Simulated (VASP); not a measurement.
Level of theory: r2SCAN meta-GGA, VASP's PBE PAW potentials (set 64) (plane waves; VASP 6.6.1).

A VASP calculation is set up with these files.

INCAR:
```
NELM=100   ! most electronic steps
EDIFF=1E-7   ! SCF stop (eV)
ENCUT=480   ! plane-wave cut-off (eV)
METAGGA=R2SCAN
SYSTEM=Al
SIGMA=0.1
LREAL=.FALSE.   ! projection in real space or not
PREC=Accurate
ISMEAR=1
LCHARG=.FALSE.
LMIXTAU=.TRUE.
LWAVE=.FALSE.
ISIF=2   ! forces and stress, cell fixed
LASPH=.TRUE.
ALGO=Normal
```

POSCAR:
```
Al
1
    0.0000000000     1.9910371781     2.0308579217
    1.9910371781     0.0000000000     2.0308579217
    1.9910371781     1.9910371781     0.0000000000
Al
1
Direct
  0.0000000000   0.0000000000   0.0000000000
```

File KPOINTS:
```
K-points
0
Gamma
14 14 14
```

POTCAR, in this order: Al (PBE.64 set). Program: vasp_std.

Output

**OSZICAR**
```
       N       E                     dE             d eps       ncg     rms          rms(c)
DAV:   1    -0.479512279791E+01   -0.47951E+01   -0.83762E+02  2600   0.310E+02
DAV:   2    -0.688902874618E+01   -0.20939E+01   -0.19597E+01  3210   0.309E+01
DAV:   3    -0.690882560398E+01   -0.19797E-01   -0.19783E-01  3180   0.341E+00
DAV:   4    -0.690889549193E+01   -0.69888E-04   -0.69888E-04  3305   0.192E-01
DAV:   5    -0.690889593042E+01   -0.43849E-06   -0.43766E-06  3240   0.130E-02    0.303E+00
DAV:   6    -0.671565343699E+01    0.19324E+00   -0.99268E-02  3280   0.219E+00    0.189E+00
DAV:   7    -0.700449996642E+01   -0.28885E+00   -0.73147E-02  2910   0.195E+00    0.716E-01
DAV:   8    -0.666667142916E+01    0.33783E+00   -0.10188E-01  2875   0.224E+00    0.231E-01
DAV:   9    -0.672981874173E+01   -0.63147E-01   -0.39790E-02  2465   0.112E+00    0.986E-02
DAV:  10    -0.673168157955E+01   -0.18628E-02   -0.29663E-03  3210   0.429E-01    0.178E-01
DAV:  11    -0.673250828221E+01   -0.82670E-03   -0.17025E-04  3325   0.114E-01    0.142E-01
DAV:  12    -0.673084729194E+01    0.16610E-02   -0.59437E-04  2800   0.176E-01    0.630E-02
DAV:  13    -0.673088111611E+01   -0.33824E-04   -0.19685E-05  3265   0.401E-02    0.493E-02
DAV:  14    -0.673088186149E+01   -0.74537E-06   -0.36155E-06  2535   0.177E-02    0.458E-02
DAV:  15    -0.673087870001E+01    0.31615E-05   -0.26650E-05  2580   0.466E-02    0.494E-02
DAV:  16    -0.673086952043E+01    0.91796E-05   -0.79526E-06  3280   0.293E-02    0.515E-02
DAV:  17    -0.673086729912E+01    0.22213E-05   -0.69226E-07  2620   0.106E-02    0.316E-02
DAV:  18    -0.673086932164E+01   -0.20225E-05   -0.97917E-07  2950   0.108E-02    0.127E-03
DAV:  19    -0.673086925286E+01    0.68776E-07   -0.14364E-07  2580   0.516E-03
   1 F= -.67308693E+01 E0= -.67308440E+01  d E =-.758555E-04
```

**OUTCAR**
```
------------------------ aborting loop because EDIFF is reached ----------------------------------------
  FORCE on cell =-STRESS in cart. coord.  units (eV):
  Direction    XX          YY          ZZ          XY          YZ          ZX
  --------------------------------------------------------------------------------------
  Total       -0.1069200     -0.1069200     -0.2909245      0.0000000     -0.0000000      0.0000000
  in kB      -10.6390139    -10.6390139    -28.9482719      0.0000000     -0.0000000      0.0000000
  external PRESSURE =     -16.7420999 kB  Pullay stress =       0.0000000 kB
  volume of cell :       16.10
      direct lattice vectors                 reciprocal lattice vectors
     0.000000000  1.991037178  2.030857922    -0.251125396  0.251125396  0.246201369
     1.991037178  0.000000000  2.030857922     0.251125396 -0.251125396  0.246201369
     1.991037178  1.991037178  0.000000000     0.251125396  0.251125396 -0.246201369
 POSITION                                       TOTAL-FORCE (eV/Angst)
 -----------------------------------------------------------------------------------
      0.00000      0.00000      0.00000        -0.000000      0.000000      0.000000
 -----------------------------------------------------------------------------------
    total drift:                               -0.000000     -0.000000      0.000000
  FREE ENERGIE OF THE ION-ELECTRON SYSTEM (eV)
  ---------------------------------------------------
  free  energy   TOTEN  =        -6.7308692529 eV

  energy  without entropy=       -6.7307933974  energy(sigma->0) =       -6.73084397
```
(Selected blocks of OUTCAR.)

The compound is Al in the fcc structure. This cell was strained or had an atom moved on purpose.
